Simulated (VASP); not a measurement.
Output of a VASP run:

### OSZICAR
```
       N       E                     dE             d eps       ncg     rms          rms(c)
DAV:   1     0.373075360387E+02    0.37308E+02   -0.75241E+03  1954   0.974E+03
DAV:   2     0.151177670419E+01   -0.35796E+02   -0.35509E+02  1950   0.570E+02
DAV:   3    -0.237888417294E+01   -0.38907E+01   -0.38632E+01  2872   0.939E+01
DAV:   4    -0.372138056047E+01   -0.13425E+01   -0.13422E+01  3038   0.371E+01
DAV:   5    -0.378866416268E+01   -0.67284E-01   -0.67279E-01  2777   0.107E+01    0.173E+00
DAV:   6    -0.377285691459E+01    0.15807E-01   -0.54277E-02  3165   0.513E+00    0.843E-01
DAV:   7    -0.376190058565E+01    0.10956E-01   -0.21642E-02  2949   0.592E+00    0.322E-01
DAV:   8    -0.376230307729E+01   -0.40249E-03   -0.37808E-03  2645   0.814E-01    0.245E-01
DAV:   9    -0.376242601401E+01   -0.12294E-03   -0.12140E-03  2904   0.450E-01    0.132E-01
DAV:  10    -0.376242903074E+01   -0.30167E-05   -0.48758E-05  2933   0.524E-01    0.905E-02
DAV:  11    -0.376232076257E+01    0.10827E-03   -0.34411E-04  2897   0.383E-01    0.320E-02
DAV:  12    -0.376236850718E+01   -0.47745E-04   -0.36233E-05  2310   0.202E-01    0.107E-02
DAV:  13    -0.376234871556E+01    0.19792E-04   -0.64385E-06  2865   0.393E-02    0.532E-03
DAV:  14    -0.376235576846E+01   -0.70529E-05   -0.53011E-07  1094   0.342E-02    0.185E-03
DAV:  15    -0.376235396737E+01    0.18011E-05   -0.12644E-07  1058   0.822E-03    0.152E-03
DAV:  16    -0.376235521574E+01   -0.12484E-05   -0.53468E-08  1023   0.551E-03    0.294E-04
DAV:  17    -0.376235518064E+01    0.35098E-07   -0.31140E-08  1027   0.379E-03
   1 F= -.37623552E+01 E0= -.37624782E+01  d E =0.369186E-03
```

### OUTCAR
```
------------------------ aborting loop because EDIFF is reached ----------------------------------------
  FORCE on cell =-STRESS in cart. coord.  units (eV):
  Direction    XX          YY          ZZ          XY          YZ          ZX
  --------------------------------------------------------------------------------------
  Total       -0.1223378     -0.1223378     -0.1223378      0.0000000     -0.0000000      0.0000000
  in kB      -11.8022914    -11.8022914    -11.8022914      0.0000000     -0.0000000      0.0000000
  external PRESSURE =     -11.8022914 kB  Pullay stress =       0.0000000 kB
  volume of cell :       16.61
      direct lattice vectors                 reciprocal lattice vectors
     0.000000000  2.025000000  2.025000000    -0.246913580  0.246913580  0.246913580
     2.025000000  0.000000000  2.025000000     0.246913580 -0.246913580  0.246913580
     2.025000000  2.025000000  0.000000000     0.246913580  0.246913580 -0.246913580
 POSITION                                       TOTAL-FORCE (eV/Angst)
 -----------------------------------------------------------------------------------
      0.00000      0.00000      0.00000         0.000000     -0.000000     -0.000000
 -----------------------------------------------------------------------------------
    total drift:                               -0.000000     -0.000000     -0.000000
  FREE ENERGIE OF THE ION-ELECTRON SYSTEM (eV)
  ---------------------------------------------------
  free  energy   TOTEN  =        -3.7623551806 eV

  energy  without entropy=       -3.7627243667  energy(sigma->0) =       -3.76247824
```
(Selected blocks of OUTCAR.)

### POSCAR
```
Al
1
    0.0000000000     2.0250000000     2.0250000000
    2.0250000000     0.0000000000     2.0250000000
    2.0250000000     2.0250000000     0.0000000000
Al
1
Direct
  0.0000000000   0.0000000000   0.0000000000
```

Problem. Reconstruct the remaining input files.

Solution. This is not unique; one that fits is the input of the run itself, PBE GGA, plane waves, VASP's PBE PAW potentials (set 64).

### KPOINTS
```
Automatic
0
gamma
14 14 14
0 0 0
```

INCAR:
```
ALGO = Normal
EDIFF = 1E-6
ENCUT = 800
GGA = PE
ISIF = 2
ISMEAR = 1
LASPH = .TRUE.
LCHARG = .FALSE.
LREAL = .FALSE.
LWAVE = .FALSE.
NELM = 100
PREC = Accurate
SIGMA = 0.1
SYSTEM = Al
```

POTCAR, in this order: Al_sv_GW (PBE.64 set). Program: vasp_std.

The compound is Al in the fcc structure. The cell was not relaxed at this level. The run is one of a series of settings (ENCUT = 800, POTCAR Al_sv_GW (PBE.64 set) against the base run), some of them coarse on purpose.
